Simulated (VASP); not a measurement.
```
CELL_PARAMETERS angstrom
      0.00000     3.16200     3.16200
      3.16200     0.00000     3.16200
      3.16200     3.16200     0.00000
ATOMIC_POSITIONS crystal
  Ba 0.00000 0.00000 0.00000
  F  0.25000 0.25000 0.25000
  F  0.75000 0.75000 0.75000
```

The base run (VASP): PBE GGA, plane waves, VASP's PBE PAW potentials (set 64). Numerical set-up: 520 eV cut-off, 6×6×6 Γ-centred mesh, Gaussian smearing of 0.050 eV, potentials Ba_sv F.

One setting is varied; ΔE counts from the base run. The base run took about 10 core-seconds. Times come from single runs on busy shared machines, so they are rough: good to a factor of about 2.

Pressures at a finite cut-off, here 520 eV, hold a Pulay part, which wasn't tested here.

| setting | cost over the base run | electronic steps | ΔE (meV/atom) | pressure (GPa) |
|---|---|---|---|---|
| KPOINTS 3×3×3 Monkhorst-Pack mesh | about 1/2 | 13 | 0.2 | -1.00 |
| KPOINTS 4×4×4 Monkhorst-Pack mesh | within a factor of 2 | 13 | 0.0 | -1.01 |
| base run | reference | 13 | 0.0 | -1.01 |
| KPOINTS 7×7×7 Monkhorst-Pack mesh | within a factor of 2 | 13 | 0.0 | -1.01 |
| KPOINTS 6×6×6 Monkhorst-Pack mesh | within a factor of 2 | 13 | 0.0 | -1.01 |

Left out are runs that failed, have no time on record or changed the cell.

The compound is BaF2 in the fluorite structure. The cell was not relaxed at this level.
